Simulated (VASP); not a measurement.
An input for Ansatz (written as the equivalent of a VASP run, and not itself run):

Ansatz 0.2 input:
```yaml
crystal:
  lattice:
    - [0.0000000, 2.2215014, 2.2215014]
    - [2.2215014, 0.0000000, 2.2215014]
    - [2.2215014, 2.2215014, 0.0000000]
  atoms:
    - { symbol: Nb, position: [0.0000000, 0.0000000, 0.0000000] }
    - { symbol: C, position: [0.5000000, 0.5000000, 0.5000000] }
kpoints:
  mp_grid: { grid: [14, 14, 14] }
hamiltonian:
  xc: pbesol
  pseudopotentials: { kind: paw }
scf:
  occupations: { method: methfessel_paxton, width: 0.1 }
  max_iter: 100
relax:
  max_steps: 40
  f_tol: 0.01
  cell: { p_target: 1 }
output: { forces: true, stress: true, eigenvalues: true }
```

Task: Write the VASP files for the same calculation (PBEsol).

Result: Several could match; the one computed here: 
### KPOINTS
```
Automatic mesh
0
Gamma
14 14 14
0 0 0
```

POSCAR:
```
NbC
1
    0.0000000000     2.2215013902     2.2215013902
    2.2215013902    -0.0000000000     2.2215013902
    2.2215013902     2.2215013902    -0.0000000000
Nb C
1 1
Direct
  0.0000000000   0.0000000000   0.0000000000
  0.5000000000   0.5000000000   0.5000000000
```

INCAR:
```
SYSTEM = NbC
PREC = Accurate
ENCUT = 600
EDIFF = 1E-7
NELM = 100
ALGO = Normal
LREAL = .FALSE.
LASPH = .TRUE.
ISMEAR = 1
SIGMA = 0.1
GGA = PS
LMAXMIX = 4
LWAVE = .FALSE.
LCHARG = .FALSE.
ISIF = 3
IBRION = 2
NSW = 40
EDIFFG = -0.01
PSTRESS = 10
```

POTCAR, in this order: Nb_sv C (PBE.64 set). Program: vasp_std.

What does not carry over: each code has its own PAW files, so the cut-off isn't converted (ENCUT is set for VASP's; basis.ecutwfc is left out, and Ansatz then takes the one that its files recommend); Ansatz stops its SCF on the density residual and VASP on the energy change (EDIFF).

The compound is NbC in the rock salt structure. It was relaxed first under an external pressure of 1 GPa.
